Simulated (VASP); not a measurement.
Runs of VASP 6.6.1 on Si3N4. Symmetry: Fd-3m, No. 227, cubic system. The conventional cell has a = 7.744 Å, b = 7.744 Å, c = 7.744 Å, α = 90.00°, β = 90.00°, γ = 90.00°. Around Si (site symmetry -3m) lie 6 N at 1.88 Å. Around Si (site symmetry -43m) lie 4 N at 1.78 Å. Around N (site symmetry 3m) lie 4 Si at 1.78 to 1.88 Å. The cell is a database's computed one.

```csv
task,level,potentials or basis,cell,cutoff (eV),gap on the mesh (eV),pressure (GPa),largest force (eV/Å)
band structure,TB-mBJ,"VASP PAW PBE potentials, release 64 (Si, N)",as given,520,4.72,-,-
relaxation of cell and atoms,PBEsol,"VASP PAW PBE potentials, release 64 (Si, N)",relaxed,600,(a),0.1,-
band structure,r2SCAN,"VASP PAW PBE potentials, release 64 (Si, N)",as given,520,4.00,-1.6,(c)
band structure,LDA,"VASP PAW LDA potentials, release 64 (Si, N)",as given,520,3.26,-5.8,(b)
```

Alike in all rows: no spin polarisation; k mesh 6 × 6 × 6; smearing gaussian 0.03 eV.

Question: Fill in the values left out.

Answer: (a) 3.28; (b) 0.05; (c) 0.01.

Caveats: the PAW data sets were made with another functional, which shifts forces and pressure a little (some runs); the relaxation stopped at its first step, so nothing moved (some runs).

A k mesh can miss the band edges.

Runs at the PBE level aren't shown here.
